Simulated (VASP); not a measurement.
All values below come from RPBE GGA, VASP's PBE PAW potentials (set 64) (plane waves; VASP 6.6.1).

The input files of a VASP run:

File KPOINTS:
```
Automatic mesh
0
Gamma
11 11 6
0 0 0
```

### INCAR
```
# general
SYSTEM =Tl
PREC   =Accurate
ENCUT  =520   # plane-wave cut-off (eV)
LREAL  =.FALSE.   # projection in real space or not
LASPH  =.TRUE.

# electronic loop
EDIFF  =1E-6
NELM   =100
ALGO   =Normal   # blocked Davidson
LMAXMIX=4   # l cut-off of mixed one-centre charges

# smearing
ISMEAR =1   # Methfessel-Paxton
SIGMA  =0.1   # width (eV)

# functional
GGA    =RP

# ions
IBRION =2   # conjugate gradients
NSW    =60   # most ionic steps
ISIF   =3   # ions, shape and volume
EDIFFG =-0.01   # ionic stop

# output
LWAVE  =.FALSE.
LCHARG =.FALSE.
```

**POSCAR**
```
Tl
1.0
  1.7300000000  -2.9964480000   0.0000000000
  1.7300000000   2.9964480000   0.0000000000
  0.0000000000   0.0000000000   5.5200000000
Tl
2
Cart
  1.7300000000   0.9988179976   1.3800000000
  1.7300000000  -0.9988179976   4.1400000000
```

POTCAR, in this order: Tl_d (PBE.64 set). Program: vasp_std.

Output of the run:

**OSZICAR**
```
       N       E                     dE             d eps       ncg     rms          rms(c)
DAV:   1     0.128275649566E+03    0.12828E+03   -0.14458E+04  2192   0.144E+03
DAV:   2    -0.140430888135E+01   -0.12968E+03   -0.12813E+03  2293   0.297E+02
DAV:   3    -0.356748358536E+01   -0.21632E+01   -0.21197E+01  2654   0.336E+01
DAV:   4    -0.358039450684E+01   -0.12911E-01   -0.12907E-01  2426   0.260E+00
DAV:   5    -0.358052449716E+01   -0.12999E-03   -0.12999E-03  2490   0.273E-01    0.323E+00
DAV:   6    -0.354962604988E+01    0.30898E-01   -0.59282E-02  2314   0.211E+00    0.223E+00
DAV:   7    -0.354471348027E+01    0.49126E-02   -0.35710E-02  2247   0.165E+00    0.544E-01
DAV:   8    -0.354412733008E+01    0.58615E-03   -0.41685E-03  2245   0.522E-01    0.335E-02
DAV:   9    -0.354414420077E+01   -0.16871E-04   -0.32099E-05  2618   0.548E-02    0.137E-02
DAV:  10    -0.354415462174E+01   -0.10421E-04   -0.12745E-05  2258   0.328E-02    0.269E-03
DAV:  11    -0.354415508092E+01   -0.45918E-06   -0.67144E-07  1258   0.675E-03
   1 F= -.35441551E+01 E0= -.35436657E+01  d E =-.354416E+01
       N       E                     dE             d eps       ncg     rms          rms(c)
DAV:   1    -0.820195759861E+01   -0.46578E+01   -0.91161E+01  2180   0.898E+01    0.140E+01
DAV:   2    -0.435529292474E+01    0.38467E+01   -0.69121E+00  2177   0.213E+01    0.431E+00
DAV:   3    -0.371779788313E+01    0.63750E+00   -0.17576E+00  2182   0.110E+01    0.382E+00
DAV:   4    -0.367492033849E+01    0.42878E-01   -0.54727E-02  2195   0.177E+00    0.787E-01
DAV:   5    -0.367031328760E+01    0.46071E-02   -0.18551E-02  2341   0.113E+00    0.824E-02
DAV:   6    -0.367037745687E+01   -0.64169E-04   -0.41419E-04  2227   0.168E-01    0.542E-02
DAV:   7    -0.367038278503E+01   -0.53282E-05   -0.61260E-05  2266   0.666E-02    0.921E-03
DAV:   8    -0.367038425892E+01   -0.14739E-05   -0.13680E-06  1799   0.874E-03    0.365E-03
DAV:   9    -0.367038409918E+01    0.15974E-06   -0.71487E-07  1109   0.691E-03
   2 F= -.36703841E+01 E0= -.36698998E+01  d E =-.126229E+00
       N       E                     dE             d eps       ncg     rms          rms(c)
DAV:   1    -0.417021960814E+01   -0.49984E+00   -0.96474E+00  2177   0.278E+01    0.429E+00
DAV:   2    -0.374173173927E+01    0.42849E+00   -0.87442E-01  2176   0.753E+00    0.133E+00
DAV:   3    -0.367867015306E+01    0.63062E-01   -0.20063E-01  2179   0.372E+00    0.106E+00
DAV:   4    -0.367563727527E+01    0.30329E-02   -0.62001E-03  2202   0.488E-01    0.102E-01
DAV:   5    -0.367536784932E+01    0.26943E-03   -0.17798E-03  2310   0.350E-01    0.303E-02
DAV:   6    -0.367536167918E+01    0.61701E-05   -0.25791E-05  2209   0.335E-02    0.133E-02
DAV:   7    -0.367536154054E+01    0.13864E-06   -0.29880E-06  1821   0.147E-02
   3 F= -.36753615E+01 E0= -.36748931E+01  d E =-.131206E+00
       N       E                     dE             d eps       ncg     rms          rms(c)
DAV:   1    -0.368861986123E+01   -0.13258E-01   -0.24953E-01  2176   0.437E+00    0.665E-01
DAV:   2    -0.367713267877E+01    0.11487E-01   -0.25275E-02  2176   0.129E+00    0.207E-01
DAV:   3    -0.367559147294E+01    0.15412E-02   -0.53295E-03  2180   0.612E-01    0.154E-01
DAV:   4    -0.367555472752E+01    0.36745E-04   -0.22302E-04  2203   0.825E-02    0.194E-02
DAV:   5    -0.367554468333E+01    0.10044E-04   -0.53611E-05  2228   0.605E-02    0.110E-02
DAV:   6    -0.367554553357E+01   -0.85024E-06   -0.12554E-06  1645   0.852E-03
   4 F= -.36755455E+01 E0= -.36750671E+01  d E =-.131390E+00
       N       E                     dE             d eps       ncg     rms          rms(c)
DAV:   1    -0.367842847373E+01   -0.28838E-02   -0.55998E-02  2176   0.208E+00    0.317E-01
DAV:   2    -0.367587907880E+01    0.25494E-02   -0.55497E-03  2176   0.604E-01    0.986E-02
DAV:   3    -0.367552668626E+01    0.35239E-03   -0.11927E-03  2182   0.289E-01    0.749E-02
DAV:   4    -0.367550531272E+01    0.21374E-04   -0.46820E-05  2205   0.383E-02    0.723E-03
DAV:   5    -0.367550405343E+01    0.12593E-05   -0.12505E-05  2227   0.293E-02    0.462E-03
DAV:   6    -0.367550381306E+01    0.24037E-06   -0.37086E-07  1091   0.496E-03
   5 F= -.36755038E+01 E0= -.36750297E+01  d E =-.131349E+00
       N       E                     dE             d eps       ncg     rms          rms(c)
DAV:   1    -0.368785802467E+01   -0.12354E-01   -0.44970E-01  2222   0.524E+00    0.467E-01
DAV:   2    -0.368076897401E+01    0.70891E-02   -0.56789E-03  2227   0.777E-01    0.269E-01
DAV:   3    -0.367730516814E+01    0.34638E-02   -0.56381E-03  2249   0.747E-01    0.744E-02
DAV:   4    -0.367728928479E+01    0.15883E-04   -0.46505E-04  2244   0.181E-01    0.155E-02
DAV:   5    -0.367728603902E+01    0.32458E-05   -0.25960E-05  2310   0.492E-02    0.900E-03
DAV:   6    -0.367728555212E+01    0.48689E-06   -0.25569E-06  1833   0.155E-02
   6 F= -.36772856E+01 E0= -.36767936E+01  d E =-.178174E-02
       N       E                     dE             d eps       ncg     rms          rms(c)
DAV:   1    -0.370263881486E+01   -0.25353E-01   -0.10261E+00  2219   0.792E+00    0.702E-01
DAV:   2    -0.368679968840E+01    0.15839E-01   -0.12428E-02  2233   0.115E+00    0.406E-01
DAV:   3    -0.367899466153E+01    0.78050E-02   -0.12637E-02  2243   0.112E+00    0.110E-01
DAV:   4    -0.367896828240E+01    0.26379E-04   -0.10257E-03  2255   0.269E-01    0.231E-02
DAV:   5    -0.367896069034E+01    0.75921E-05   -0.55714E-05  2319   0.726E-02    0.133E-02
DAV:   6    -0.367895979368E+01    0.89666E-06   -0.57274E-06  2254   0.231E-02
   7 F= -.36789598E+01 E0= -.36783812E+01  d E =-.345598E-02
       N       E                     dE             d eps       ncg     rms          rms(c)
DAV:   1    -0.377075765927E+01   -0.91797E-01   -0.40984E+00  2219   0.158E+01    0.139E+00
DAV:   2    -0.370938363698E+01    0.61374E-01   -0.46662E-02  2228   0.214E+00    0.810E-01
DAV:   3    -0.367858089206E+01    0.30803E-01   -0.49213E-02  2234   0.217E+00    0.215E-01
DAV:   4    -0.367853484734E+01    0.46045E-04   -0.37560E-03  2240   0.516E-01    0.456E-02
DAV:   5    -0.367849979234E+01    0.35055E-04   -0.21221E-04  2295   0.146E-01    0.255E-02
DAV:   6    -0.367849587260E+01    0.39197E-05   -0.23651E-05  2239   0.487E-02    0.229E-03
DAV:   7    -0.367849604797E+01   -0.17537E-06   -0.35627E-07  1181   0.558E-03
   8 F= -.36784960E+01 E0= -.36782118E+01  d E =-.299223E-02
       N       E                     dE             d eps       ncg     rms          rms(c)
DAV:   1    -0.371331331588E+01   -0.34817E-01   -0.14919E+00  2212   0.951E+00    0.839E-01
DAV:   2    -0.369058762269E+01    0.22726E-01   -0.17324E-02  2240   0.130E+00    0.489E-01
DAV:   3    -0.367933443820E+01    0.11253E-01   -0.17917E-02  2250   0.130E+00    0.112E-01
DAV:   4    -0.367934769947E+01   -0.13261E-04   -0.12270E-03  2231   0.294E-01    0.260E-02
DAV:   5    -0.367934320450E+01    0.44950E-05   -0.42925E-05  2363   0.654E-02    0.134E-02
DAV:   6    -0.367934293005E+01    0.27445E-06   -0.53287E-06  2248   0.221E-02
   9 F= -.36793429E+01 E0= -.36788118E+01  d E =-.383912E-02
       N       E                     dE             d eps       ncg     rms          rms(c)
DAV:   1    -0.368434959362E+01   -0.50064E-02   -0.94506E-02  2181   0.269E+00    0.410E-01
DAV:   2    -0.368001064073E+01    0.43390E-02   -0.94925E-03  2179   0.792E-01    0.128E-01
DAV:   3    -0.367942553105E+01    0.58511E-03   -0.20223E-03  2178   0.376E-01    0.955E-02
DAV:   4    -0.367941542373E+01    0.10107E-04   -0.83035E-05  2210   0.514E-02    0.110E-02
DAV:   5    -0.367941163760E+01    0.37861E-05   -0.20346E-05  2254   0.373E-02    0.660E-03
DAV:   6    -0.367941204854E+01   -0.41094E-06   -0.51878E-07  1161   0.569E-03
  10 F= -.36794120E+01 E0= -.36788699E+01  d E =-.691185E-04
```

**OUTCAR**
```
------------------------ aborting loop because EDIFF is reached ----------------------------------------
  FORCE on cell =-STRESS in cart. coord.  units (eV):
  Direction    XX          YY          ZZ          XY          YZ          ZX
  --------------------------------------------------------------------------------------
  Total        0.0013731      0.0013731      0.0037925      0.0000000     -0.0000000      0.0000000
  in kB        0.0325589      0.0325589      0.0899264      0.0000000     -0.0000000      0.0000000
  external PRESSURE =       0.0516814 kB  Pullay stress =       0.0000000 kB
  volume of cell :       67.57
      direct lattice vectors                 reciprocal lattice vectors
     1.845186336 -3.195956608  0.000000000     0.270975343 -0.156447681 -0.000000000
     1.845186336  3.195956608 -0.000000000     0.270975343  0.156447681  0.000000000
    -0.000000000 -0.000000000  5.729060530    -0.000000000  0.000000000  0.174548688
 POSITION                                       TOTAL-FORCE (eV/Angst)
 -----------------------------------------------------------------------------------
      1.84519      1.06532      1.43227        -0.000000     -0.000000      0.000000
      1.84519     -1.06532      4.29680         0.000000      0.000000      0.000000
 -----------------------------------------------------------------------------------
    total drift:                               -0.000028      0.000497      0.000011
  FREE ENERGIE OF THE ION-ELECTRON SYSTEM (eV)
  ---------------------------------------------------
  free  energy   TOTEN  =        -3.6794120485 eV

  energy  without entropy=       -3.6777855351  energy(sigma->0) =       -3.67886988

 reached required accuracy - stopping structural energy minimisation
```
(Selected blocks of OUTCAR.)

**CONTCAR**
```
Tl
   1.00000000000000
     1.8451863364617556   -3.1959566079374904    0.0000000000000000
     1.8451863364617556    3.1959566079374904   -0.0000000000000000
    -0.0000000000000000   -0.0000000000000000    5.7290605301292601
  Tl
     2
Direct
     0.3333330000000032    0.6666669999999968    0.2500000000000000
     0.6666669999999968    0.3333330000000032    0.7500000000000000
```

Energy and stress use the plane-wave basis of the starting cell.

The compound is Tl in the hcp structure. This run relaxes it. Symmetry was kept, so distortions that lower it aren't found.
